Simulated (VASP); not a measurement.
A VASP calculation is set up with these files.

POSCAR:
```
CdSe
1
    0.0000000000     3.2094024681     3.2094024681
    3.2094024681     0.0000000000     3.2094024681
    3.2094024681     3.2094024681     0.0000000000
Cd Se
1 1
Direct
  1.0000000000   0.0000000000   1.0000000000
  0.2500000000   0.2500000000   0.2500000000
```

### KPOINTS
```
kpoints
0
gamma
7 7 7
```

**INCAR**
```
! general
SYSTEM  = CdSe
PREC    = Accurate
ENCUT   = 520   ! plane-wave cut-off (eV)
LREAL   = .FALSE.
LASPH   = .TRUE.

! electronic loop
EDIFF   = 1E-7   ! SCF stop (eV)
NELM    = 100   ! most electronic steps
ALGO    = Normal   ! blocked Davidson
LMAXMIX = 4   ! l cut-off of mixed one-centre charges

! smearing
ISMEAR  = 0   ! Gaussian
SIGMA   = 0.05   ! width (eV)

! functional
GGA     = RP   ! RPBE

! ions
ISIF    = 2   ! forces and stress, cell fixed

! output
LWAVE   = .FALSE.
LCHARG  = .FALSE.
```

POTCAR, in this order: Cd Se (PBE.64 set). Program: vasp_std.

Translate this RPBE calculation to Quantum ESPRESSO's pw.x.

One equivalent input (not run):
```
&CONTROL
  calculation = 'scf'
  pseudo_dir = './pseudo'
  outdir = './out'
  tprnfor = .true.
  tstress = .true.
/
&SYSTEM
  ibrav = 0
  nat = 2
  ntyp = 2
  ecutwfc = 102
  occupations = 'smearing'
  smearing = 'gaussian'
  degauss = 0.003675
  input_dft = 'rpbe'
/
&ELECTRONS
  conv_thr = 7.3e-09
  electron_maxstep = 100
/
ATOMIC_SPECIES
  Cd 112.414 Cd.upf
  Se 78.971 Se.upf
CELL_PARAMETERS angstrom
     0.0000000    3.2094025    3.2094025
     3.2094025    0.0000000    3.2094025
     3.2094025    3.2094025    0.0000000
ATOMIC_POSITIONS crystal
  Cd   1.0000000  0.0000000  1.0000000
  Se   0.2500000  0.2500000  0.2500000
K_POINTS automatic
  7 7 7 0 0 0
```
Limits of the translation: the potentials are each code's own (VASP's PAW set, PseudoDojo norm-conserving files in pw.x), so ENCUT and ecutwfc are chosen apart and not converted; conv_thr bounds pw.x's estimated SCF error, while EDIFF bounds the energy change between steps.

The compound is CdSe in the zinc blende structure, whereas wurtzite is the usual form. This cell is one point of a volume scan, at 1.06 of the reference volume.
